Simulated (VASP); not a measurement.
Level of theory: PW91 GGA, VASP's PBE PAW potentials (set 64) (plane waves; VASP).

A VASP calculation is set up with these files.

POSCAR:
```
Mg3Sb2
1.0
  2.3042909413  -3.9911491496   0.0000000000
  2.3042909413   3.9911491496   0.0000000000
  0.0000000000   0.0000000000   7.2698864310
Mg Sb
3 2
direct
  0.0000000000   0.0000000000   0.0000000000
  0.3333330000   0.6666670000   0.6337916621
  0.6666670000   0.3333330000   0.3662083379
  0.3333330000   0.6666670000   0.2272513542
  0.6666670000   0.3333330000   0.7727486458
```

INCAR:
```
SYSTEM = Mg3Sb2
PREC = Accurate; ENCUT = 520; LREAL = .False.
LASPH = .True.
EDIFF = 1E-6; NELM = 100; ALGO = Normal
LMAXMIX = 4
ISMEAR = 0; SIGMA = 0.05
GGA = 91
IBRION = 2; NSW = 60; ISIF = 3
EDIFFG = -0.02
LWAVE = .False.; LCHARG = .False.
```

### KPOINTS
```
K-points
0
G
 5 5 3
0 0 0
```

POTCAR, in this order: Mg Sb (PBE.64 set). Program: vasp_std.

Task: What will the output report for the number of irreducible k-points (NKPTS), largest plane-wave count, number of space-group operations, FFT grid (NGX, NGY, NGZ)?

Result: 
The number of irreducible k-points (NKPTS) is 12, the largest plane-wave count comes out as 3621 and the number of space-group operations is 12. The FFT grid (NGX, NGY, NGZ) comes out as 36 × 36 × 54.

The compound is Mg3Sb2 in the a-la2o3 structure. This run relaxes it. Symmetry was kept, so distortions that lower it aren't found. The start is the result of an earlier pass.
